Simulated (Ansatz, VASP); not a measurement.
## One calculation of LiZr3N2, two programs

```xyz
6
Lattice="3.5651 2.0583 3.1769 -3.5651 2.0583 3.1769 0.0000 -4.1166 3.1769" Properties=species:S:1:pos:R:3 pbc="T T T"
Li    0.0000    0.0000    0.0000
Zr    0.0000   -2.0583    1.5885
Zr    1.7825    1.0292    1.5885
Zr   -1.7825    1.0292    1.5885
N     0.0000    0.0000    7.6162
N     0.0000    0.0000    1.9146
```

Change from the starting cell: species swapped into the Pr2GeRh3 type (R-3m, No. 166).

Alike in both runs: functional PBE; k mesh 6 × 6 × 6; occupations gaussian, width 0.1 eV; no spin polarisation.

Ansatz relaxed the structure, and its values are those at the end. VASP's run is a single point on that final structure, the one shown.

|  | VASP | Ansatz |
| --- | --- | --- |
| version | VASP 6.6.1 | Ansatz 0.2.0 |
| potentials or method | VASP PAW PBE potentials, release 64 (Li_sv, Zr_sv, N) | scalar-relativistic, plane waves, PAW |
| plane-wave cutoff (eV) | 520 | 420 |
| valence electrons in the cell | 49 | 49 |

|  | VASP | Ansatz | Ansatz less VASP |
| --- | --- | --- | --- |
| gap on the k mesh at the Fermi level (eV) | none | none | - |
| rms of the force components (eV/Å) | 0.011 | 0.001 | -0.0106 |

A gap of «none» marks a metal or a gap that the smearing closes. The functional is the same, so the differences come from potentials, cutoffs and numerics.
